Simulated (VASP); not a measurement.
Here is the system:

```
CELL_PARAMETERS angstrom
      0.00000     3.29460     3.29460
      3.29460     0.00000     3.29460
      3.29460     3.29460     0.00000
ATOMIC_POSITIONS crystal
  Hg 0.00000 0.00000 0.00000
  Te 0.25000 0.25000 0.25000
```

All values below come from PBEsol GGA, VASP's PBE PAW potentials (set 64) (plane waves; VASP). Settings: 400 eV cut-off, 6×6×6 Γ-centred mesh, Gaussian smearing of 0.050 eV, potentials Hg Te.

Unless said otherwise, spin-orbit coupling is left out, though it shifts the bands of the heavy elements here.

Problem. Estimate the energy per atom (σ→0), pressure, band gap (on the k-mesh) with the smallest direct gap where there is one.

Solution. 
```yaml
band gap (on the k-mesh): none (metal, semimetal or under 0.01 eV)
energy per atom (σ→0): -2.178 eV/atom
pressure: -1.25 GPa
```

The absolute energy has meaning only against runs of the same code, potentials and settings.

The compound is HgTe in the zinc blende structure. The cell was not relaxed at this level. The run is one of a series of settings (GGA = PS against the base run), some of them coarse on purpose.
